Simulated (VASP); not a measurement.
Input for VASP

### POSCAR
```
Sr
1
    0.0000000000     2.2448972300     2.2448972300
    2.2448972300    -0.0000000000     2.2448972300
    2.2448972300     2.2448972300    -0.0000000000
Sr
1
Direct
  0.0000000000   0.0000000000   0.0000000000
```

File KPOINTS:
```
Automatic mesh
0
Gamma
14 14 14
0 0 0
```

**INCAR**
```
PREC = Accurate
ISIF = 3   # ions, shape and volume
LREAL = .FALSE.
LASPH = .TRUE.
IBRION = 2
ISMEAR = 1
ALGO = Normal   # blocked Davidson
LWAVE = .FALSE.
NELM = 100   # most electronic steps
EDIFF = 1E-6   # SCF stop (eV)
ENCUT = 500   # plane-wave cut-off (eV)
EDIFFG = -0.02
SIGMA = 0.1   # width (eV)
PSTRESS = 450
LMAXMIX = 4
NSW = 40
LCHARG = .FALSE.
SYSTEM = Sr
```

POTCAR, in this order: Sr_sv (LDA.64 set). Program: vasp_std.

### Question
Write an equivalent input for Quantum ESPRESSO's pw.x.

### Answer
One equivalent input (not run):
```
&CONTROL
  calculation = 'vc-relax'
  pseudo_dir = './pseudo'
  outdir = './out'
  tprnfor = .true.
  tstress = .true.
  nstep = 40
  forc_conv_thr = 0.00078
/
&SYSTEM
  ibrav = 0
  nat = 1
  ntyp = 1
  ecutwfc = 68
  occupations = 'smearing'
  smearing = 'methfessel-paxton'
  degauss = 0.00735
  input_dft = 'pz'
/
&ELECTRONS
  conv_thr = 7.3e-08
  electron_maxstep = 100
/
&IONS
/
&CELL
  press = 450
/
ATOMIC_SPECIES
  Sr 87.620 Sr.upf
CELL_PARAMETERS angstrom
     0.0000000    2.2448972    2.2448972
     2.2448972   -0.0000000    2.2448972
     2.2448972    2.2448972   -0.0000000
ATOMIC_POSITIONS crystal
  Sr   0.0000000  0.0000000  0.0000000
K_POINTS automatic
  14 14 14 0 0 0
```
What does not carry over: the potentials are each code's own (VASP's PAW set, PseudoDojo norm-conserving files in pw.x), so ENCUT and ecutwfc are chosen apart and not converted; conv_thr bounds pw.x's estimated SCF error, while EDIFF bounds the energy change between steps; forc_conv_thr acts on force components and is met together with etot_conv_thr.

The compound is Sr in the fcc structure. This run relaxes it under an external pressure of 45 GPa. Symmetry was kept, so distortions that lower it aren't found.
